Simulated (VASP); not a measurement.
Input:

```
ZnO
1.0
    2.95306     0.00000     0.00000
   -1.47653     2.55743     0.00000
    0.00000     0.00000     5.09143
Zn O
2 2
Cartesian
  0.00000   0.00000   0.00000
  0.00000   0.00000   2.54571
  0.00000   1.70495   1.27286
  1.47653   0.85247   3.81857
```

Calculation: PBEsol GGA, VASP's PBE PAW potentials (set 64) (plane waves; VASP 6.6.1). Run with 620 eV cut-off, 9×9×5 Γ-centred mesh, Gaussian smearing of 0.050 eV, potentials Zn O.

Question: Predict the energy per atom (σ→0), pressure, band gap (on the k-mesh) with the smallest direct gap where there is one.

Answer: 
The band gap (on the k-mesh) comes out as 0.76 eV and the smallest direct gap (on the k-mesh) comes out as 0.76 eV. The energy per atom (σ→0) is -4.660 eV/atom. The pressure is 5.02 GPa.

Only differences to runs with the same potentials and settings are physical.

The structure was generated: ZnO was put into the NiAs type type (P6_3/mmc), which need not be its known phase. It was relaxed first under an external pressure of 5 GPa.
